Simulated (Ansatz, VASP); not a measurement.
# SiH12C4O4 (liquid tetramethoxysilane at 280 K) in two plane-wave programs

Aim: how closely do two programs agree when they are given the same cell, functional and k mesh? The cell is taken from a series of runs on this material, whose earlier steps may have relaxed, scaled, displaced or heated it; both programs get it as it stands.

Method: plane waves, with VASP 6.6.1 beside it; single point at PBE with D4, in Ansatz 0.2.0.

## 1. The structure

The cell holds 105 atoms: 20 C, 20 O, 5 Si and 60 H. Cell: a = 10.706 Å, b = 10.706 Å, c = 10.706 Å, α = 90.0°, β = 90.0°, γ = 90.0°. As first built, before any earlier steps moved the atoms (in the runner's words): 5 tetramethoxysilane placed at random, at 1.03 g/cm^3; overlaps pushed apart, then 10 ps at 430 K with MMFF94 bonds, angles, torsions, charges and radii (Halgren, J. Comput. Chem. 17, 490 (1996)) in harmonic and 12-6 forms. Snapshot after 20 ps at 280 K and fixed volume.

## 2. VASP: single point, PBE with D4

With cell and atoms fixed, the geometry can't cause a difference; cores, projectors, grids and the points listed under the comparison can.

Lines of VASP's logs that name or quote its potential files are left out, and so is its time.

INCAR reads:

```
SYSTEM = SiH12C4O4
PREC = Accurate
ENCUT = 600
EDIFF = 1E-06
NELM = 120
ISMEAR = 0
SIGMA = 0.01
LREAL = Auto
ALGO = Normal
GGA = PE
IVDW = 13
NBANDS = 216
LORBIT = 11
LWAVE = .FALSE.
LCHARG = .FALSE.
ISIF = 2
LASPH = .TRUE.
GGA_COMPAT = .FALSE.
EFERMI = MIDGAP
NCORE = 2
```

POSCAR reads:

```
SiH12C4O4
1.0
   10.7057900000      0.0000000000      0.0000000000
    0.0000000000     10.7057900000      0.0000000000
    0.0000000000      0.0000000000     10.7057900000
C O Si H
20 20 5 60
Direct
    0.6377400000      0.9909000000      0.3082000000
    0.4167900000      0.7386400000      0.0835500000
    0.8261400000      0.7367600000      0.1349200000
    0.5677400000      0.5892000000      0.4155400000
    0.3029000000      0.5676600000      0.7366000000
    0.5674300000      0.2921600000      0.6841000000
    0.7026800000      0.5973300000      0.7810200000
    0.4774100000      0.3543800000      0.0394300000
    0.9352600000      0.3528800000      0.8918100000
    0.7140000000      0.0325000000      0.9195600000
    0.0586500000      0.0737200000      0.1955700000
    0.8365400000      0.3216100000      0.1964000000
    0.9575300000      0.4615000000      0.4912100000
    0.1842400000      0.4622300000      0.1340300000
    0.2386000000      0.6735200000      0.3790700000
    0.2984200000      0.2471800000      0.4487600000
    0.2971500000      0.0686800000      0.9247000000
    0.4330700000      0.8847100000      0.6096200000
    0.0681400000      0.8185600000      0.8423900000
    0.0528200000      0.0892600000      0.6086100000
    0.5655900000      0.8770000000      0.3085000000
    0.4794400000      0.6787300000      0.1803200000
    0.7001900000      0.7812800000      0.1233800000
    0.6657000000      0.6492100000      0.3435300000
    0.4343100000      0.5727400000      0.7474400000
    0.4703800000      0.3308300000      0.7680100000
    0.6516600000      0.4909800000      0.8403800000
    0.4381500000      0.4619800000      0.9722500000
    0.9962700000      0.2715100000      0.9769900000
    0.8274800000      0.0973800000      0.8968400000
[... 69 atom lines left out ...]
    0.9754500000      0.7708200000      0.8246300000
    0.1180400000      0.7537700000      0.8991900000
    0.0322400000      0.9000700000      0.8913700000
    0.9810000000      0.0213400000      0.6348300000
    0.0933800000      0.0608300000      0.5165700000
    0.0213900000      0.1877900000      0.5946500000
```

KPOINTS reads:

```
Automatic mesh
0
Gamma
1 1 1
0 0 0
```

The projector-augmented-wave data sets are C, O, Si and H (PBE family, release 64).

Run with:

```bash
mpirun -np 8 vasp_gam
```

Numbers of over 12 decimals in the logs are rounded to 6 here.

Output:

```text
[banner, memory and clock lines left out]
running    8 mpi-ranks, on    1 nodes
[...]
LDA part: xc-table for (Slater+PW92), standard interpolation
 POSCAR, INCAR and KPOINTS ok, starting setup
[...]
entering main loop
       N       E                     dE             d eps       ncg     rms          rms(c)
DAV:   1     0.224132338736E+04    0.22413E+04   -0.15424E+05   440   0.132E+03
DAV:   2    -0.359704738372E+03   -0.26010E+04   -0.24627E+04   544   0.293E+02
DAV:   3    -0.625709503407E+03   -0.26600E+03   -0.26393E+03   544   0.975E+01
DAV:   4    -0.632010894937E+03   -0.63014E+01   -0.62769E+01   552   0.165E+01
[...]
DAV:  18    -0.575460619682E+03    0.67261E-05   -0.27058E-05   536   0.153E-02    0.485E-03
DAV:  19    -0.575460618110E+03    0.15726E-05   -0.37503E-06   488   0.583E-03    0.304E-03
DAV:  20    -0.575460617757E+03    0.35264E-06   -0.84234E-07   352   0.330E-03
   1 F= -.58030783E+03 E0= -.58030783E+03  d E =0.000000E+00
```

OUTCAR, selected parts (step 2):

```text
  FREE ENERGIE OF THE ION-ELECTRON SYSTEM (eV)
  ---------------------------------------------------
  free  energy   TOTEN  =      -580.3078308153 eV

  energy  without entropy=     -580.3078308153  energy(sigma->0) =     -580.30783082
```

The run ends at a pressure of 1.81 GPa, with forces up to 3.1 eV/Å.

## 3. Ansatz: single point, PBE with D4

Ansatz runs on its default PAW (the set named soft_2) files.

The same cell, functional and mesh now go to Ansatz, which takes its cutoff from its data sets.

input.yaml reads:

```yaml
crystal:
  lattice:
    - [10.70579, 0.0, 0.0]
    - [0.0, 10.70579, 0.0]
    - [0.0, 0.0, 10.70579]
  atoms:
    - { symbol: C, position: [0.63774, 0.9909, 0.3082] }
    - { symbol: O, position: [0.56559, 0.877, 0.3085] }
    - { symbol: Si, position: [0.60523, 0.7466, 0.23964] }
    - { symbol: O, position: [0.47944, 0.67873, 0.18032] }
    - { symbol: C, position: [0.41679, 0.73864, 0.08355] }
    - { symbol: O, position: [0.70019, 0.78128, 0.12338] }
    - { symbol: C, position: [0.82614, 0.73676, 0.13492] }
    - { symbol: O, position: [0.6657, 0.64921, 0.34353] }
    - { symbol: C, position: [0.56774, 0.5892, 0.41554] }
    - { symbol: H, position: [0.69287, 0.9983, 0.22155] }
    - { symbol: H, position: [0.57191, 0.06979, 0.32539] }
    - { symbol: H, position: [0.70589, 0.99625, 0.38214] }
    - { symbol: H, position: [0.47447, 0.75346, 0.99981] }
    - { symbol: H, position: [0.39303, 0.82875, 0.12131] }
    - { symbol: H, position: [0.3367, 0.68325, 0.05701] }
    - { symbol: H, position: [0.82225, 0.63208, 0.14136] }
    - { symbol: H, position: [0.86683, 0.77165, 0.22266] }
    - { symbol: H, position: [0.87838, 0.76608, 0.05691] }
    - { symbol: H, position: [0.60515, 0.52684, 0.48695] }
    - { symbol: H, position: [0.5079, 0.53016, 0.36236] }
    - { symbol: H, position: [0.52028, 0.67462, 0.46539] }
    - { symbol: C, position: [0.3029, 0.56766, 0.7366] }
    - { symbol: O, position: [0.43431, 0.57274, 0.74744] }
    - { symbol: Si, position: [0.49988, 0.46389, 0.83251] }
    - { symbol: O, position: [0.47038, 0.33083, 0.76801] }
    - { symbol: C, position: [0.56743, 0.29216, 0.6841] }
    - { symbol: O, position: [0.65166, 0.49098, 0.84038] }
    - { symbol: C, position: [0.70268, 0.59733, 0.78102] }
    - { symbol: O, position: [0.43815, 0.46198, 0.97225] }
    - { symbol: C, position: [0.47741, 0.35438, 0.03943] }
[... 69 atom lines left out ...]
    - { symbol: H, position: [0.97545, 0.77082, 0.82463] }
    - { symbol: H, position: [0.11804, 0.75377, 0.89919] }
    - { symbol: H, position: [0.03224, 0.90007, 0.89137] }
    - { symbol: H, position: [0.981, 0.02134, 0.63483] }
    - { symbol: H, position: [0.09338, 0.06083, 0.51657] }
    - { symbol: H, position: [0.02139, 0.18779, 0.59465] }
kpoints:
  mp_grid: { grid: [1, 1, 1] }
hamiltonian:
  xc: pbe
  dispersion: d4
scf:
  occupations: { method: fixed }
output:
  forces: true
  stress: true
  populations: true
  dos:
    method: { smearing: { sigma: 0.15 } }
    de: 0.1
    projected: { site_lists: { C: [C], H: [H], O: [O], Si: [Si] } }
  eigenvalues: true
  write_density: true
  write_potential: true
  volumetric_format: npy
  elf: true
```

Run with:

```bash
ansatz run input.yaml --threads 4 --pin off --max-ram 8192MiB --backend cpu --events-out ev --progress --plain --runs-dir out
```

Output:

```text
Engine: ansatz 0.2.0, x86_64-unknown-linux-gnu
Pseudopotentials: kind: paw
Pseudopotential: C, paw, valence charge 4, recommended cutoff 420 eV (normal), C.paw.azcp
Pseudopotential: O, paw, valence charge 6, recommended cutoff 420 eV (normal), O.paw.azcp
Pseudopotential: Si, paw, valence charge 4, recommended cutoff 420 eV (normal), Si.paw.azcp
Pseudopotential: H, paw, valence charge 1, recommended cutoff 420 eV (normal), H.paw.azcp
Functional definition: PBE
  parameter kappa = 0.804
  parameter beta = 0.066725
  exchange = pbe_x(kappa = kappa, mu = beta*pi^2/3)
  correlation = pbe_c(beta = beta)
Crystal: 105 atoms, lattice volume = 1227.033 Å³
Basis set: ecut = 420 eV, 23871 PW (Γ), exchange–correlation on 144×144×144 points (8 copies of the dense FFT grid, shifted against one another)
Bands: 245, of which v1, the nominal top of the filled ones, is band 140 counted from 1 (139 counted from 0)
Symmetry: 1 space group operations
Space group: P1 (ITA 1), of the structure as read, at distance tolerance 1.1e-4 Å
k-points: 1
Non-local potential: C, projectors of the file, l = 0: 2, l = 1: 2, l = 2: 1
Non-local potential: O, projectors of the file, l = 0: 2, l = 1: 2, l = 2: 1
Non-local potential: Si, projectors of the file, l = 0: 2, l = 1: 2, l = 2: 2
Non-local potential: H, projectors of the file, l = 0: 2, l = 1: 1
PAW form: soft (Blöchl's): semilocal exchange-correlation on the pseudo side does not see the compensation charge
PAW one-centre angular grid: C, 110 points (default); XC on 64 Gauss nodes
PAW one-centre angular grid: O, 110 points (default); XC on 64 Gauss nodes
PAW one-centre angular grid: Si, 110 points (default); XC on 64 Gauss nodes
PAW one-centre angular grid: H, 110 points (default); XC on 64 Gauss nodes
Initial density: superposition of atomic densities (neutral atoms: chi_scale 0, normalization atom), corrected by the library's trained network
Initial wavefunctions: pseudopotential atomic-orbital guess
Functional: x = pbe(κ = 0.804, μ = 0.219515), c = pbe(β = 0.066725)
SCF iter   1: F=—  HF=-20515.616198 eV  |F-HF|=—  |Δ(HF+E_count)|=         —  Δρ=3.85e-3  dr2=2.34e-1  ethr=1.77e-3  ⟨swp⟩=4.0  Hψ=915  notcnv=0  defer=99
preconditioner: auto → Resta (q_TF=auto, 2.133 Å⁻¹)  ε∞=2.2  [insulator: Δε(μ)=5.326 eV  Ē_g=16.043 eV  n_scr=202 (ndim 8)  ℏωp=17.7 eV  f_vac=0.295  ε∞_Penn≈2.2]
SCF iter   2: F=—  HF=-20515.587082 eV  |F-HF|=—  |Δ(HF+E_count)|=   2.91e-2  Δρ=2.02e-3  dr2=5.71e-2  ethr=8.34e-5  ⟨swp⟩=3.0  Hψ=407  notcnv=0  defer=102
SCF iter   3: F=—  HF=-20515.594304 eV  |F-HF|=—  |Δ(HF+E_count)|=   7.22e-3  Δρ=1.10e-3  dr2=1.59e-2  ethr=2.04e-5  ⟨swp⟩=2.0  Hψ=280  notcnv=0  defer=103
SCF iter   4: F=—  HF=-20515.592689 eV  |F-HF|=—  |Δ(HF+E_count)|=   1.61e-3  Δρ=2.80e-4  dr2=1.45e-3  ethr=5.69e-6  ⟨swp⟩=2.0  Hψ=284  notcnv=0  defer=103
SCF iter   5: F=—  HF=-20515.592597 eV  |F-HF|=—  |Δ(HF+E_count)|=   9.18e-5  Δρ=1.17e-4  dr2=1.91e-4  ethr=5.19e-7  ⟨swp⟩=2.0  Hψ=279  notcnv=0  defer=103
SCF iter   6: F=—  HF=-20515.592516 eV  |F-HF|=—  |Δ(HF+E_count)|=   8.12e-5  Δρ=5.44e-5  dr2=3.06e-5  ethr=6.83e-8  ⟨swp⟩=2.0  Hψ=289  notcnv=0  defer=103
SCF iter   7: F=—  HF=-20515.593643 eV  |F-HF|=—  |Δ(HF+E_count)|=   1.13e-3  Δρ=2.23e-5  dr2=5.53e-6  ethr=1.09e-8  ⟨swp⟩=2.0  Hψ=385  notcnv=0  defer=98
SCF iter   8: F=—  HF=-20515.593639 eV  |F-HF|=—  |Δ(HF+E_count)|=   3.21e-6  Δρ=4.38e-6  dr2=3.81e-7  ethr=1.97e-9  ⟨swp⟩=2.0  Hψ=287  notcnv=0  defer=102
SCF iter   9: F=-20515.593639 eV  HF=-20515.593639 eV  |F-HF|=8.21e-8  |Δ(HF+E_count)|=   3.87e-7  Δρ=2.33e-6  dr2=7.09e-8  ethr=3.57e-11  ⟨swp⟩=25.0  Hψ=2472  notcnv=0
SCF 1 converged in 9 iterations: F = -20515.593639 eV  dr2 = 7.09e-8
  greatest PAW one-centre occupation: 0.864 electrons in one spin orbital (limit 2), on the O atom at site 24 (counted from 0), in its partial waves of l = 0
[...]
atom  36  H      0.75461483     0.48707596    -0.21025923
  atom  37  H      0.06115059     1.13892239     0.43184561
  atom  38  H      1.87909703    -0.64028589    -0.43457056
  atom  39  H     -0.57245752     0.22591055    -0.14962930
  atom  40  H     -0.17860373     0.11648411     0.40462164
  atom  41  H      0.19885173    -0.06207549     0.07208726
  atom  42  H      0.97878523    -0.13801470    -0.49077978
  atom  43  C      0.03251590     2.93080001     0.68458960
  atom  44  O      0.25627479     0.16232508    -0.13263660
  atom  45  Si    -0.39129719    -1.39850073    -0.07720544
  atom  46  O      1.38116738     1.13800898     0.76056435
  atom  47  C      0.41192824    -0.90848296    -0.45858972
  atom  48  O      0.15139886     0.79156735    -0.14207877
  atom  49  C     -1.60104779    -1.21201881    -0.06684904
  atom  50  O     -0.25141235     0.28137386     0.06078997
  atom  51  C      0.89096886    -1.40669557    -0.28976568
  atom  52  H     -0.62055360    -1.64259847     0.32025448
  atom  53  H     -0.54734311    -0.21074781    -0.85203529
  atom  54  H      1.21422106    -0.55655172    -0.82098011
  atom  55  H     -0.22946933     0.77252642     1.22028791
  atom  56  H     -0.98046216    -0.00521385    -0.63059207
  atom  57  H     -0.17507035    -0.58640596     0.14738348
  atom  58  H      0.80649772    -1.09296817     0.19667359
  atom  59  H      0.60032436     1.56020859    -0.43559873
[...]
atom  98  H     -0.68054763     0.03054360     0.31079446
  atom  99  H      0.33897933     0.57458994    -0.51369353
  atom 100  H      0.74143630     0.04728956    -0.35196506
  atom 101  H      0.86186031    -0.32837070     0.79494837
  atom 102  H      0.67599023     0.62836536     0.33815651
  atom 103  H     -0.78278931     0.31584482    -0.57508865
  atom 104  H      0.09912905    -0.01853926     0.50890294
  atom 105  H     -0.22208409    -0.70074078     0.19391827
  max |Σ_I F_I| component: 1.99e-4 eV/Å
--- Stress (GPa, compression-positive) ---
        1.720371      -0.909245      -0.191282
       -0.909244       1.762647      -0.503069
       -0.191282      -0.503069       1.824940
  P = ⅓ Tr σ = 1.7693 GPa (17.693 kbar)
--- Band table (eV) ---
  k-point 0: bands = [... 136 lower, -1.8245, -1.7686, -1.7455, -1.7083, 3.4273, 4.0991, 4.1532, 4.2068, ... 101 higher]
--- Löwdin populations: 105 sites ---
  site symbol       q [e]
     0      C      4.2200
     1      O      6.5777
     2     Si      2.2518
     3      O      6.5632
     4      C      4.2213
     5      O      6.5732
     6      C      4.2191
     7      O      6.5812
     8      C      4.2066
     9      H      0.8136
    10      H      0.7975
    11      H      0.8019
    12      H      0.8152
    13      H      0.8199
    14      H      0.8045
    15      H      0.8241
    16      H      0.8136
    17      H      0.7820
    18      H      0.8106
    19      H      0.7929
    20      H      0.8427
    21      C      4.2257
    22      O      6.5701
    23     Si      2.2414
[...]
97      H      0.8261
    98      H      0.8242
    99      H      0.8200
   100      H      0.8058
   101      H      0.8080
   102      H      0.8087
   103      H      0.8369
   104      H      0.8039
  spilling = 0.015305 (of n_electrons = 280.000000)
```

Reading the cycles: dr2 is the Hartree energy of the density residual (eV), the measure of convergence; HF is the Harris–Foulkes estimate of the energy, which meets the free energy F at convergence.

## 4. Comparison

Known differences besides the potentials themselves: fixed occupations in Ansatz, narrow Gaussian smearing in VASP; the cutoff is 420 eV in Ansatz and 600 eV in VASP (PREC = Accurate, projectors in real space). Total energies have different zeros and are not compared.

The two programs side by side:

```tsv
quantity	Ansatz	VASP	difference
pressure (GPa)	1.77	1.81	-0.04
gap on the k mesh (eV)	5.136	5.129	+0.006
```

Forces on 9 of the 105 atoms, those with the largest forces and the largest differences (eV/Å; atoms numbered as in POSCAR):

```tsv
atom	Ansatz x, y, z	VASP x, y, z
C2	0.127, 0.570, -0.567	0.035, 0.616, -0.681
C4	0.242, 2.461, 1.719	0.172, 2.398, 1.786
C9	0.033, 2.931, 0.685	-0.011, 3.028, 0.591
C15	1.460, 0.259, 2.165	1.463, 0.374, 2.121
C17	0.842, -2.087, 1.318	0.843, -1.981, 1.411
C19	-2.374, -0.531, -0.990	-2.431, -0.568, -0.893
C20	-0.760, 0.350, -0.698	-0.861, 0.379, -0.802
H87	-1.069, 1.273, -2.359	-1.070, 1.272, -2.362
H90	0.023, -0.008, -2.356	0.027, -0.009, -2.362
```

The forces differ by 42 meV/Å r.m.s., which is 5.4 % of the r.m.s. force of 0.790 eV/Å (both taken over all components). A gap on the mesh is an upper bound, since the band edges may lie between its points.

## 5. Outcome

```
r.m.s. force difference (single point, PBE with D4) : 5.4 % of the r.m.s. force
```

**Reading.** The r.m.s. force difference is 5.4 % of the r.m.s. force (single point, PBE with D4), beyond the 3 % picked in this series as the mark of a large difference. What causes the difference of the single point, PBE with D4 pair stays open here. How closely two codes agree says nothing of how well the functional describes the real material.

[Lines on the potential files, build, host, timing and source positions are cut from VASP's logs without a mark.]

[Logs are printed without paths, hosts, clocks, repeated set-up lines and the standing remarks that a program may print on its own settings, such as how far it seeks lower states.]

[Hosts, paths, dates, database ids (printed as entryN), source tags and the programs' standing remarks are cut or masked in the printed files.]

[The MMFF94 radii named for the starting cell were scaled by 0.96; in molecules described by MMFF94, hydrogen bound to N, O or S took a small fixed 12-6 site in their place.]
